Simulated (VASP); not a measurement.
Computed with G0W0 on PBE orbitals, VASP's PBE PAW potentials (set 64) (plane waves; VASP 6.6.1).

VASP input:

### POSCAR
```
KF
2.6750
  0.0000000000   1.0000000000   1.0000000000
  1.0000000000   0.0000000000   1.0000000000
  1.0000000000   1.0000000000   0.0000000000
K F
1 1
Cart
  0.0000000000   0.0000000000   0.0000000000
  1.0000000000   1.0000000000   1.0000000000
```

### KPOINTS
```
Automatic mesh
0
Gamma
4 4 4
0 0 0
```

**INCAR**
```
ALGO=EVGW0
ENCUT=500
ENCUTGW=200
GGA=PE
ISMEAR=0
LASPH=.TRUE.
LCHARG=.FALSE.
LREAL=.FALSE.
LSPECTRALGW=.TRUE.
LWAVE=.FALSE.
NBANDS=160
NBANDSGW=16
NELMGW=1
NOMEGA=64
PREC=Normal
SIGMA=0.01
SYSTEM=KF
```

POTCAR, in this order: K_sv_GW F_GW_new (PBE.64 set). Program: vasp_std. Read from the step before: WAVECAR, WAVEDER.

Output

**OSZICAR**
```
energies w=
    0.000    0.000    0.743    0.000    1.484    0.000    2.222    0.000
    2.955    0.000    3.682    0.000    4.401    0.000    5.113    0.000
    5.815    0.000    6.508    0.000    7.191    0.000    7.865    0.000
    8.529    0.000    9.185    0.000    9.832    0.000   10.472    0.000
   11.105    0.000   11.732    0.000   12.355    0.000   12.974    0.000
   13.591    0.000   14.207    0.000   14.823    0.000   15.442    0.000
   16.063    0.000   16.689    0.000   17.322    0.000   17.964    0.000
   18.616    0.000   19.280    0.000   19.960    0.000   20.656    0.000
   21.373    0.000   22.113    0.000   22.880    0.000   23.678    0.000
   24.509    0.000   25.381    0.000   26.298    0.000   27.266    0.000
   28.293    0.000   29.388    0.000   30.560    0.000   31.821    0.000
   33.187    0.000   34.672    0.000   36.300    0.000   38.093    0.000
   40.083    0.000   42.309    0.000   44.821    0.000   47.679    0.000
   50.967    0.000   54.793    0.000   59.304    0.000   64.705    0.000
   71.289    0.000   79.492    0.000   89.988    0.000  103.884    0.000
  123.124    0.000  151.479    0.000  197.334    0.000  283.890    0.000
NQ=   1    0.0000    0.0000    0.0000,
 performed        196000 updates of chi_q(r,r)
NQ=   2    0.2500    0.0000    0.0000,
 performed        576000 updates of chi_q(r,r)
NQ=   3    0.5000    0.0000    0.0000,
 performed        864000 updates of chi_q(r,r)
NQ=   4    0.2500    0.2500    0.0000,
 performed       1209000 updates of chi_q(r,r)
NQ=   5    0.5000    0.2500    0.0000,
 performed       1671000 updates of chi_q(r,r)
NQ=   6   -0.2500    0.2500    0.0000,
 performed       2082000 updates of chi_q(r,r)
NQ=   7    0.5000    0.5000    0.0000,
 performed       2350000 updates of chi_q(r,r)
NQ=   8   -0.2500    0.5000    0.2500,
 performed       2700000 updates of chi_q(r,r)
 resolving degeneracies of screened two electron integrals
```

**OUTCAR**
```


 k-point   1 :       0.0000    0.0000    0.0000
  band No.  KS-energies  QP-energies   sigma(KS)   V_xc(KS)     V^pw_x(r,r')   Z            occupation Imag(sigma)

      1     -26.5670     -28.7747     -21.8651     -18.4286     -30.7053       0.6424       2.0000       0.6101
      2     -19.0777     -22.8045     -27.9583     -22.9949     -37.0153       0.7509       2.0000       0.7288
      3      -9.8198     -13.4051     -22.3303     -18.0486     -24.9167       0.8374       2.0000       0.0853
      4      -9.8198     -13.4051     -22.3303     -18.0486     -24.9167       0.8374       2.0000       0.0853
      5      -9.8198     -13.4051     -22.3303     -18.0486     -24.9167       0.8374       2.0000       0.0853
      6      -0.4313      -2.9163     -24.9348     -21.7416     -29.5418       0.7782       2.0000       0.1095
      7      -0.4313      -2.9163     -24.9348     -21.7416     -29.5418       0.7782       2.0000       0.1095
      8      -0.4313      -2.9163     -24.9348     -21.7416     -29.5418       0.7782       2.0000       0.1095
      9       5.7244       6.7841      -6.6359      -7.8282      -3.8193       0.8888       0.0000      -0.0468
     10      10.2322      12.7215      -7.7832     -10.6261      -4.6997       0.8756       0.0000      -0.0563
     11      10.2322      12.7215      -7.7832     -10.6261      -4.6997       0.8756       0.0000      -0.0563
     12      10.2322      12.7215      -7.7832     -10.6261      -4.6997       0.8756       0.0000      -0.0563
     13      11.8555      14.9403      -9.1340     -12.6802      -5.8894       0.8699       0.0000      -0.0579
     14      11.8555      14.9403      -9.1340     -12.6802      -5.8894       0.8699       0.0000      -0.0579
     15      16.4223      16.8291      -4.0517      -4.5241      -0.6595       0.8613       0.0000      -0.2261
     16      23.7672      27.0699      -8.7194     -12.6213      -4.4771       0.8464       0.0000      -0.2940

 k-point   2 :       0.2500    0.0000    0.0000
  band No.  KS-energies  QP-energies   sigma(KS)   V_xc(KS)     V^pw_x(r,r')   Z            occupation Imag(sigma)

      1     -26.5209     -28.7368     -21.9175     -18.4787     -30.7343       0.6444       2.0000       0.5970
      2     -19.1212     -22.8498     -27.8948     -22.9218     -36.9470       0.7498       2.0000       0.7354
      3      -9.9574     -13.5485     -22.1837     -17.8889     -24.7813       0.8362       2.0000       0.0842
      4      -9.8382     -13.4294     -22.3006     -18.0134     -24.8717       0.8377       2.0000       0.0811
      5      -9.8382     -13.4294     -22.3006     -18.0134     -24.8717       0.8377       2.0000       0.0811
      6      -0.8653      -3.4248     -23.6756     -20.3895     -28.0946       0.7789       2.0000       0.1121
      7      -0.6074      -3.1167     -24.5571     -21.3302     -29.1300       0.7776       2.0000       0.1112
      8      -0.6074      -3.1167     -24.5571     -21.3302     -29.1300       0.7776       2.0000       0.1112
      9       7.2273       8.4543      -7.8661      -9.2647      -5.1485       0.8773       0.0000      -0.0485
     10       9.6444      11.6715      -7.4051      -9.7183      -4.4218       0.8763       0.0000      -0.0562
     11      10.9424      13.6346      -8.3710     -11.4632      -5.2365       0.8706       0.0000      -0.0603
     12      10.9424      13.6346      -8.3710     -11.4632      -5.2365       0.8706       0.0000      -0.0603
     13      12.4206      15.6264      -9.7275     -13.4400      -6.4580       0.8635       0.0000      -0.0627
     14      12.4206      15.6264      -9.7275     -13.4400      -6.4580       0.8635       0.0000      -0.0627
     15      17.9074      20.2166      -7.4198     -10.0777      -3.6973       0.8688       0.0000      -0.2352
     16      20.3055      21.9970      -7.1163      -9.0320      -3.3433       0.8830       0.0000      -0.3345

 k-point   3 :       0.5000    0.0000    0.0000
  band No.  KS-energies  QP-energies   sigma(KS)   V_xc(KS)     V^pw_x(r,r')   Z            occupation Imag(sigma)

      1     -26.4739     -28.6923     -21.9712     -18.5304     -30.7642       0.6447       2.0000       0.5840
      2     -19.1659     -22.8704     -27.8289     -22.8464     -36.8765       0.7435       2.0000       0.7421
      3     -10.0923     -13.6925     -22.0479     -17.7388     -24.6611       0.8355       2.0000       0.0838
      4      -9.8563     -13.4519     -22.2721     -17.9793     -24.8279       0.8376       2.0000       0.0768
      5      -9.8563     -13.4519     -22.2721     -17.9793     -24.8279       0.8376       2.0000       0.0768
      6      -1.2192      -3.8539     -22.8886     -19.5156     -27.2187       0.7811       2.0000       0.1169
      7      -0.7765      -3.3027     -24.2168     -20.9573     -28.7634       0.7751       2.0000       0.1136
      8      -0.7765      -3.3027     -24.2168     -20.9573     -28.7634       0.7751       2.0000       0.1136
      9       8.6280      10.4504      -9.0934     -11.1923      -6.4743       0.8683       0.0000      -0.0512
     10      10.1229      11.2994      -6.7271      -8.0681      -3.6727       0.8773       0.0000      -0.0624
     11      11.5859      14.5540      -9.5497     -12.9898      -6.4087       0.8628       0.0000      -0.0639
     12      11.5859      14.5540      -9.5497     -12.9898      -6.4087       0.8628       0.0000      -0.0639
     13      13.6903      17.4472     -10.5935     -14.9975      -7.1154       0.8530       0.0000      -0.0760
     14      13.6903      17.4472     -10.5935     -14.9975      -7.1154       0.8530       0.0000      -0.0760
     15      15.5073      18.5468      -9.5332     -13.1210      -5.8282       0.8472       0.0000      -0.1239
     16      17.8907      19.1961      -6.0413      -7.5455      -2.4905       0.8678       0.0000      -0.1644

 k-point   4 :       0.2500    0.2500    0.0000
  band No.  KS-energies  QP-energies   sigma(KS)   V_xc(KS)     V^pw_x(r,r')   Z            occupation Imag(sigma)

      1     -26.5081     -28.7262     -21.9318     -18.4941     -30.7453       0.6452       2.0000       0.5965
      2     -19.1130     -22.8520     -27.9231     -22.9507     -36.9817       0.7520       2.0000       0.7356
      3      -9.9760     -13.5742     -22.1214     -17.8185     -24.7059       0.8362       2.0000       0.0826
      4      -9.9238     -13.5181     -22.1981     -17.9000     -24.8058       0.8362       2.0000       0.0922
      5      -9.9238     -13.5181     -22.1981     -17.9000     -24.8058       0.8362       2.0000       0.0922
      6      -0.9166      -3.4786     -23.7723     -20.4726     -28.2284       0.7764       2.0000       0.1140
      7      -0.4817      -2.9796     -24.7946     -21.5886     -29.3640       0.7792       2.0000       0.1093
      8      -0.4817      -2.9796     -24.7946     -21.5886     -29.3640       0.7792       2.0000       0.1093
      9       7.5201       8.7870      -7.4823      -8.9232      -4.6545       0.8793       0.0000      -0.0503
     10       8.7372      10.6577      -6.7837      -8.9613      -3.8399       0.8819       0.0000      -0.0520
     11      11.6551      14.5038      -8.7316     -12.0194      -5.5210       0.8664       0.0000      -0.0654
     12      11.6551      14.5038      -8.7316     -12.0194      -5.5210       0.8664       0.0000      -0.0654
     13      12.1013      15.0607     -10.1205     -13.5656      -6.9732       0.8590       0.0000      -0.0644
     14      12.3992      15.6707      -9.4479     -13.2190      -6.1364       0.8675       0.0000      -0.0607
     15      19.2281      21.3352      -6.6107      -8.9426      -2.9388       0.9036       0.0000      -0.3345
     16      19.6183      21.7045      -7.5330      -9.9457      -3.6486       0.8646       0.0000      -0.2195

 k-point   5 :       0.5000    0.2500    0.0000
  band No.  KS-energies  QP-energies   sigma(KS)   V_xc(KS)     V^pw_x(r,r')   Z            occupation Imag(sigma)

      1     -26.4638     -28.6876     -21.9821     -18.5442     -30.7765       0.6469       2.0000       0.5872
      2     -19.1307     -22.8633     -27.9104     -22.9304     -36.9711       0.7495       2.0000       0.7395
      3     -10.1766     -13.7989     -21.8680     -17.5355     -24.5116       0.8361       2.0000       0.1031
      4     -10.0056     -13.6080     -22.0910     -17.7811     -24.7000       0.8358       2.0000       0.0918
      5      -9.9435     -13.5432     -22.1676     -17.8636     -24.7626       0.8364       2.0000       0.0886
      6      -0.8790      -3.4538     -23.7451     -20.4405     -28.1466       0.7791       2.0000       0.1118
      7      -0.6818      -3.2087     -24.3386     -21.0892     -28.8412       0.7777       2.0000       0.1107
      8      -0.6317      -3.1487     -24.5019     -21.2652     -29.0485       0.7776       2.0000       0.1109
      9       8.6577      10.4818      -7.5226      -9.6025      -4.6980       0.8770       0.0000      -0.0518
     10       9.4697      11.0460      -7.7865      -9.5947      -4.8561       0.8718       0.0000      -0.0576
     11      11.1971      13.8964      -9.3513     -12.4686      -6.2527       0.8659       0.0000      -0.0609
     12      12.3120      15.4809      -9.7101     -13.3910      -6.4553       0.8609       0.0000      -0.0678
     13      13.4672      17.1428     -10.1620     -14.4518      -6.7007       0.8568       0.0000      -0.0730
     14      13.9321      16.8886      -9.3914     -12.8660      -5.9451       0.8509       0.0000      -0.0871
     15      15.1000      17.2889      -8.1366     -10.6978      -4.5825       0.8547       0.0000      -0.1074
     16      17.8161      19.4420      -7.2347      -9.1337      -3.5755       0.8562       0.0000      -0.1872

 k-point   6 :      -0.2500    0.2500    0.0000
  band No.  KS-energies  QP-energies   sigma(KS)   V_xc(KS)     V^pw_x(r,r')   Z            occupation Imag(sigma)

      1     -26.4768     -28.6950     -21.9675     -18.5285     -30.7652       0.6450       2.0000       0.5878
      2     -19.1408     -22.8510     -27.8814     -22.9019     -36.9366       0.7451       2.0000       0.7397
      3     -10.0634     -13.6691     -22.0014     -17.6823     -24.6348       0.8348       2.0000       0.1022
      4     -10.0183     -13.6153     -22.1110     -17.8069     -24.7076       0.8357       2.0000       0.0823
      5      -9.8583     -13.4527     -22.2684     -17.9754     -24.8264       0.8373       2.0000       0.0774
...
```
(Selected blocks of OUTCAR.)

The mesh is coarse and the basis finite, so the quasiparticle values are not converged.

The compound is KF in the rock salt structure. The cell was not relaxed at this level. The k-mesh is coarse (spacing up to 0.51 per Å, 2π included), so the numbers may not be converged in it.
